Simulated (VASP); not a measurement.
```xyz
4
Lattice="4.1242 0.0000 0.0000 -2.0621 3.5717 0.0000 0.0000 0.0000 6.8278" Properties=species:S:1:pos:R:3 pbc="T T T"
Zn     0.0000     0.0000     0.0091
Cd     2.0621     1.1906     3.3673
Se     2.0621     1.1906     0.7437
Se     0.0000     0.0000     4.4011
```

Level of theory: PBEsol GGA with spin-orbit coupling, VASP's PBE PAW potentials (set 64) (plane waves; VASP). Run with 400 eV cut-off, 6×6×3 Γ-centred mesh, Gaussian smearing of 0.050 eV, potentials Zn Cd Se.

**Question.** Estimate the energy per atom (σ→0), band gap (over mesh and band path) with the smallest direct gap where there is one.

**Answer.** 
```yaml
band gap (over mesh and band path): 0.53 eV
smallest direct gap (over mesh and band path): 0.53 eV
energy per atom (σ→0): -3.225 eV/atom
```

Total energies compare only between runs with the same potentials, cut-off and functional.

The structure comes from a computed database's ZnCdSe2 entry (P3m1); how it stands against other phases isn't given here. It was relaxed first, which changed the volume by -6 %.
